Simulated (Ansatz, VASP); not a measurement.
## Cross-check of InSe between VASP and Ansatz

Aim: how closely do two programs agree when they are given the same cell, functional and k mesh? The cell is taken from a series of runs on this material, whose earlier steps may have relaxed, scaled, displaced or heated it; both programs get it as it stands.

Calculated with Ansatz 0.2.0; plane waves, with VASP 6.6.1 beside it; G0W0 gap at r2SCAN.

## (1) The structure

The structure is trigonal, space group R3m (No. 160). Conventional cell: a = 4.045 Å, b = 4.045 Å, c = 26.026 Å, α = 90.00°, β = 90.00°, γ = 120.00°. In has 3 Se at 2.65 Å and 1 In at 2.80 Å nearest. Nearest to Se lie 3 In at 2.65 Å. Se has 3 In at 2.65 Å nearest. Farther neighbours and most contacts between anions are not listed.

## (2) VASP: G0W0 gap, r2SCAN

Quasiparticle shifts depend on high empty states and on the cores, so they are the hardest test of two PAW sets.

Lines of VASP's logs that name or quote its potential files are left out, and so is its time.

The run reads the wave functions of an earlier VASP run, which isn't shown here.

INCAR

```
SYSTEM = InSe
PREC = Accurate
ENCUT = 300
ISMEAR = 0
SIGMA = 0.01
LREAL = .FALSE.
METAGGA = R2SCAN
LASPH = .TRUE.
NBANDS = 392
ALGO = EVGW0
NELMGW = 1
ENCUTGW = 120
NOMEGA = 64
PRECFOCK = Fast
NBANDSGW = 32
LWAVE = .FALSE.
LCHARG = .FALSE.
```

POSCAR

```
InSe
1.0
    2.0226939489      1.1678028959      8.6753663228
   -2.0226939489      1.1678028959      8.6753663228
    0.0000000000     -2.3356057918      8.6753663228
In Se
2 2
Direct
    0.0019069871      0.0019069871      0.0019069871
    0.1094202754      0.1094202754      0.1094202754
    0.6202888209      0.6202888209      0.6202888209
    0.8243839166      0.8243839166      0.8243839166
```

KPOINTS

```
Automatic mesh
0
Gamma
4 4 4
0 0 0
```

The projector-augmented-wave data sets are In_d_GW and Se_GW (PBE family, release 64).

Command:

```sh
$ mpirun -np 8 vasp_std
```

Numbers of over 12 decimals in the logs are rounded to 6 here.

Output:

```text
[banner, memory and clock lines left out]
running    8 mpi-ranks, on    1 nodes
 distrk:  each k-point on    8 cores,    1 groups
 distr:  one band on    1 cores,    8 groups

 POSCAR found type information on POSCAR InSe
 POSCAR found :  2 types and       4 ions
|                                                                             |
|           W    W    AA    RRRRR   N    N  II  N    N   GGGG   !!!           |
|           W    W   A  A   R    R  NN   N  II  NN   N  G    G  !!!           |
|           W    W  A    A  R    R  N N  N  II  N N  N  G       !!!           |
|           W WW W  AAAAAA  RRRRR   N  N N  II  N  N N  G  GGG   !            |
|           WW  WW  A    A  R   R   N   NN  II  N   NN  G    G                |
|           W    W  A    A  R    R  N    N  II  N    N   GGGG   !!!           |
|                                                                             |
|     For optimal performance we recommend to set                             |
|       NCORE = 2 up to number-of-cores-per-socket                            |
|     NCORE specifies how many cores store one orbital (NPAR=cpu/NCORE).      |
|     This setting can greatly improve the performance of VASP for DFT.       |
|     The default, NCORE=1 might be grossly inefficient on modern             |
|     multi-core architectures or massively parallel machines. Do your        |
|     Unfortunately you need to use the default for GW and RPA                |
|     calculations (for HF NCORE is supported but not extensively tested      |
|     yet).                                                                   |
|                                                                             |

|                                                                             |
|               ----> ADVICE to this user running VASP <----                  |
|                                                                             |
|     You enforced a specific xc type in the INCAR file but a different       |
|     [... a line on the potential file left out ...]
|     I HOPE YOU KNOW WHAT YOU ARE DOING!                                     |
|                                                                             |

|                                                                             |
|           W    W    AA    RRRRR   N    N  II  N    N   GGGG   !!!           |
|           W    W   A  A   R    R  NN   N  II  NN   N  G    G  !!!           |
|           W    W  A    A  R    R  N N  N  II  N N  N  G       !!!           |
|           W WW W  AAAAAA  RRRRR   N  N N  II  N  N N  G  GGG   !            |
|           WW  WW  A    A  R   R   N   NN  II  N   NN  G    G                |
|           W    W  A    A  R    R  N    N  II  N    N   GGGG   !!!           |
|                                                                             |
|     The default for ENCUTGWSOFT is different in this version of VASP.       |
|     please manually set ENCUTGWSOFT =120 in the INCAR file.                 |
|                                                                             |

 LDA part: xc-table for (None), standard interpolation
 found WAVECAR, reading the header
 POSCAR, INCAR and KPOINTS ok, starting setup
 FFT: planning ... GRIDC
 FFT: planning ... GRID_SOFT
 FFT: planning ... GRID
 reading WAVECAR
 the WAVECAR file was read successfully
 initial charge from wavefunction
 available memory per node:     63.47 GB, setting MAXMEM to     64997

 The Fermi energy was updated, please check that it is located mid-gap
 values below the HOMO (VB) or above the LUMO (CB) will cause erroneous energies
 E-fermi :   2.8493

 calculate exact exchange contribution
 the WAVEDER file was read successfully
energies w=
    0.000    0.000    0.366    0.000    0.730    0.000    1.093    0.000
    1.454    0.000    1.811    0.000    2.165    0.000    2.515    0.000
    2.861    0.000    3.201    0.000    3.537    0.000    3.869    0.000
    4.196    0.000    4.518    0.000    4.837    0.000    5.151    0.000
    5.463    0.000    5.771    0.000    6.077    0.000    6.382    0.000
    6.686    0.000    6.989    0.000    7.292    0.000    7.596    0.000
    7.902    0.000    8.210    0.000    8.522    0.000    8.837    0.000
    9.159    0.000    9.486    0.000    9.820    0.000   10.164    0.000
   10.517    0.000   10.882    0.000   11.260    0.000   11.653    0.000
   12.064    0.000   12.494    0.000   12.947    0.000   13.425    0.000
   13.932    0.000   14.474    0.000   15.054    0.000   15.678    0.000
   16.354    0.000   17.090    0.000   17.897    0.000   18.787    0.000
   19.775    0.000   20.882    0.000   22.131    0.000   23.555    0.000
   25.195    0.000   27.106    0.000   29.363    0.000   32.070    0.000
   35.379    0.000   39.512    0.000   44.821    0.000   51.881    0.000
   61.719    0.000   76.349    0.000  100.345    0.000  146.809    0.000
 responsefunction array rank=     384
 LDA part: xc-table for (None), standard interpolation

 min. memory requirement per mpi rank    444.5 MB, per node   3555.8 MB

 allocating   8 responsefunctions rank=   384
 shmem allocating  64 responsefunctions rank=   384
 response function shared by NCSHMEM nodes    1
 Doing            8  frequencies on each core in blocks of           64
NQ=   1    0.0000    0.0000    0.0000,
|.........|.........|.........|.........|.........|.........|.........|.........
 performed       1233000 updates of chi_q(r,r)
 total number of BLAS operations       1432.19 Gflops
NQ=   2    0.2500   -0.0000    0.0000,
|.........|.........|.........|.........|.........|.........|.........|.........
 performed       3319000 updates of chi_q(r,r)
 total number of BLAS operations       3680.18 Gflops
NQ=   3    0.5000   -0.0000    0.0000,
|.........|.........|.........|.........|.........|.........|.........|.........
 performed       4978000 updates of chi_q(r,r)
 total number of BLAS operations       5401.03 Gflops
NQ=   4    0.2500    0.2500    0.0000,
|.........|.........|.........|.........|.........|.........|.........|.........
 performed       7064000 updates of chi_q(r,r)
 total number of BLAS operations       7600.28 Gflops
NQ=   5    0.5000    0.2500   -0.0000,
|.........|.........|.........|.........|.........|.........|.........|.........
 performed       9576000 updates of chi_q(r,r)
 total number of BLAS operations      10278.39 Gflops
NQ=   6   -0.2500    0.2500    0.0000,
|.........|.........|.........|.........|.........|.........|.........|.........
 performed      11837000 updates of chi_q(r,r)
 total number of BLAS operations      12649.64 Gflops
NQ=   7    0.5000    0.5000    0.0000,
|.........|.........|.........|.........|.........|.........|.........|.........
 performed      13496000 updates of chi_q(r,r)
 total number of BLAS operations      14428.34 Gflops
NQ=   8    0.2500    0.2500    0.2500,
|.........|.........|.........|.........|.........|.........|.........|.........
 performed      14904000 updates of chi_q(r,r)
 total number of BLAS operations      16038.81 Gflops
NQ=   9    0.5000    0.2500    0.2500,
|.........|.........|.........|.........|.........|.........|.........|.........
 performed      16990000 updates of chi_q(r,r)
 total number of BLAS operations      18311.36 Gflops
NQ=  10   -0.2500    0.2500    0.2500,
|.........|.........|.........|.........|.........|.........|.........|.........
 performed      19076000 updates of chi_q(r,r)
 total number of BLAS operations      20547.11 Gflops
NQ=  11    0.5000    0.5000    0.2500,
|.........|.........|.........|.........|.........|.........|.........|.........
 performed      21162000 updates of chi_q(r,r)
 total number of BLAS operations      22831.99 Gflops
NQ=  12   -0.2500    0.5000    0.2500,
|.........|.........|.........|.........|.........|.........|.........|.........
 performed      23524000 updates of chi_q(r,r)
 total number of BLAS operations      25419.12 Gflops
NQ=  13    0.5000    0.5000    0.5000,
|.........|.........|.........|.........|.........|.........|.........|.........
 performed      24757000 updates of chi_q(r,r)
 total number of BLAS operations      26769.81 Gflops
 resolving degeneracies of screened two electron integrals

 calculate QP shifts <psi_nk| G(iteration)W_0 |psi_nk>: iteration 1
 entering main loop
```

From OUTCAR (step 2):

```text
ion  position               nearest neighbor table
   1  0.002  0.002  0.002-   3 2.65   3 2.65   3 2.65   2 2.80
   2  0.109  0.109  0.109-   4 2.65   4 2.65   4 2.65   1 2.80
   3  0.620  0.620  0.620-   1 2.65   1 2.65   1 2.65
   4  0.824  0.824  0.824-   2 2.65   2 2.65   2 2.65

  LATTYP: Found a trigonal (rhomboedric) cell.
 ALAT       =     8.9842659828
 COS(alpha) =     0.8986263359

 Subroutine GETGRP returns: Found  6 space group operations
 (whereof  6 operations were pure point group operations)

The static configuration has the point symmetry C_3v.

 Found     13 irreducible k-points:

   k-points           NKPTS =     13   k-points in BZ     NKDIM =     64   number of bands    NBANDS=    392

   dimension x,y,z NGX =    54 NGY =   54 NGZ =   54
   dimension x,y,z NGXF=   108 NGYF=  108 NGZF=  108

   ENCUT  =  300.0 eV  22.05 Ry    4.70 a.u.  12.69 12.69 12.69*2*pi/ulx,y,z

   NELECT =      38.0000    total number of electrons

  energy-cutoff  :      300.00
  volume of cell :      122.95
      direct lattice vectors                 reciprocal lattice vectors
     2.022693949  1.167802896  8.675366323     0.247195084  0.142718148  0.038422969
    -2.022693949  1.167802896  8.675366323    -0.247195084  0.142718148  0.038422969
     0.000000000 -2.335605792  8.675366323     0.000000000 -0.285436296  0.038422969

 k-points in reciprocal lattice and weights: Automatic mesh
   0.00000000  0.00000000  0.00000000       0.016
   0.25000000 -0.00000000  0.00000000       0.094
   0.50000000 -0.00000000  0.00000000       0.047
   0.25000000  0.25000000  0.00000000       0.094
   0.50000000  0.25000000 -0.00000000       0.188
  -0.25000000  0.25000000  0.00000000       0.094
   0.50000000  0.50000000  0.00000000       0.047
   0.25000000  0.25000000  0.25000000       0.031
   0.50000000  0.25000000  0.25000000       0.094
  -0.25000000  0.25000000  0.25000000       0.094
   0.50000000  0.50000000  0.25000000       0.094
  -0.25000000  0.50000000  0.25000000       0.094
   0.50000000  0.50000000  0.50000000       0.016

 E-fermi :   2.8493

 QP shifts <psi_nk| G(iteration)W_0 |psi_nk>: iteration 1
 for sc-GW calculations column KS-energies equals QP-energies in previous step
 and V_xc(KS)=  KS-energies - (<T + V_ion + V_H > + <T+V_H+V_ion>^1  + <V_x>^1)
 k-point   1 :       0.0000    0.0000    0.0000
  band No.  KS-energies  QP-energies   sigma(KS)   V_xc(KS)     V^pw_x(r,r')   Z            occupation Imag(sigma)
    ...
     16       1.1547       0.7540     -13.1480     -12.6135     -14.7973       0.7496       2.0000       0.0595
     17       1.1711       0.7357     -12.5555     -11.9752     -14.0570       0.7503       2.0000       0.0606
     18       1.1711       0.7357     -12.5555     -11.9752     -14.0570       0.7503       2.0000       0.0606
     19       1.1711       0.7357     -12.5555     -11.9752     -14.0570       0.7503       2.0000       0.0606
     20       4.2562       4.5158     -10.6611     -11.0005      -7.1714       0.7650       0.0000      -0.0221
     21       4.9536       5.0698      -9.3544      -9.5030      -5.5505       0.7819       0.0000      -0.0302
     22       7.0878       7.3263      -9.3202      -9.6343      -5.0927       0.7592       0.0000      -0.0408
     23       7.0878       7.3263      -9.3202      -9.6343      -5.0927       0.7592       0.0000      -0.0408
    ...

 k-point   2 :       0.2500   -0.0000    0.0000
  band No.  KS-energies  QP-energies   sigma(KS)   V_xc(KS)     V^pw_x(r,r')   Z            occupation Imag(sigma)
    ...
     16       0.3515      -0.1003     -12.3444     -11.7316     -14.1709       0.7372       2.0000       0.0743
     17       0.5762       0.1335     -12.8083     -12.2129     -14.5570       0.7435       2.0000       0.0628
     18       0.6331       0.1940     -12.8637     -12.2736     -14.5947       0.7440       2.0000       0.0623
     19       1.5282       1.0477     -11.9483     -11.3136     -13.1010       0.7571       2.0000       0.0565
     20       4.8006       4.9556      -9.0790      -9.2779      -5.4471       0.7791       0.0000      -0.0251
     21       4.9621       5.2305     -10.2381     -10.5880      -6.5761       0.7672       0.0000      -0.0186
     22       6.9775       7.1243      -9.2162      -9.4085      -5.0743       0.7632       0.0000      -0.0532
     23       7.0965       7.2235      -9.1231      -9.2895      -4.9911       0.7629       0.0000      -0.0593
    ...

 k-point   3 :       0.5000   -0.0000    0.0000
  band No.  KS-energies  QP-energies   sigma(KS)   V_xc(KS)     V^pw_x(r,r')   Z            occupation Imag(sigma)
    ...
     16       0.1357      -0.3322     -12.5934     -11.9593     -14.4290       0.7380       2.0000       0.0663
     17       0.1567      -0.3057     -12.6789     -12.0509     -14.5661       0.7363       2.0000       0.0664
     18       0.2006      -0.2640     -12.0084     -11.3703     -13.8729       0.7281       2.0000       0.0754
     19       0.7890       0.2802     -11.6858     -11.0084     -12.9560       0.7512       2.0000       0.0591
     20       4.0597       4.1665      -8.7718      -8.9080      -5.4454       0.7840       0.0000      -0.0290
     21       4.6745       4.9337     -10.1956     -10.5323      -6.5585       0.7702       0.0000      -0.0175
     22       6.5324       6.6088      -8.6620      -8.7611      -4.7073       0.7698       0.0000      -0.0529
     23       6.8068       6.9339      -9.0242      -9.1895      -5.0428       0.7688       0.0000      -0.0459
    ...

 k-point   4 :       0.2500    0.2500    0.0000
  band No.  KS-energies  QP-energies   sigma(KS)   V_xc(KS)     V^pw_x(r,r')   Z            occupation Imag(sigma)
    ...
     16       0.2210      -0.2417     -12.2209     -11.5917     -14.0784       0.7353       2.0000       0.0758
     17       0.4863       0.0380     -12.7332     -12.1289     -14.5036       0.7418       2.0000       0.0634
     18       0.7301       0.2974     -12.9533     -12.3730     -14.6628       0.7457       2.0000       0.0613
     19       1.6943       1.2292     -12.1019     -11.4901     -13.1979       0.7601       2.0000       0.0550
     20       4.6767       4.9100      -9.9587     -10.2597      -6.3936       0.7752       0.0000      -0.0161
     21       4.9767       5.1568      -9.2771      -9.5102      -5.5974       0.7725       0.0000      -0.0268
     22       6.9637       7.1205      -9.3218      -9.5269      -5.2015       0.7646       0.0000      -0.0521
     23       7.2020       7.3260      -9.1048      -9.2683      -4.9064       0.7590       0.0000      -0.0628
    ...

[... 4 further parts left out ...]
```

(Continued in part 2 of 2.)

[Lines on the potential files, build, host, timing and source positions are cut from VASP's logs without a mark.]

[Logs are printed without paths, hosts, clocks, repeated set-up lines and the standing remarks that a program may print on its own settings, such as how far it seeks lower states.]

[Hosts, paths, dates, database ids (printed as entryN), source tags and the programs' standing remarks are cut or masked in the printed files.]
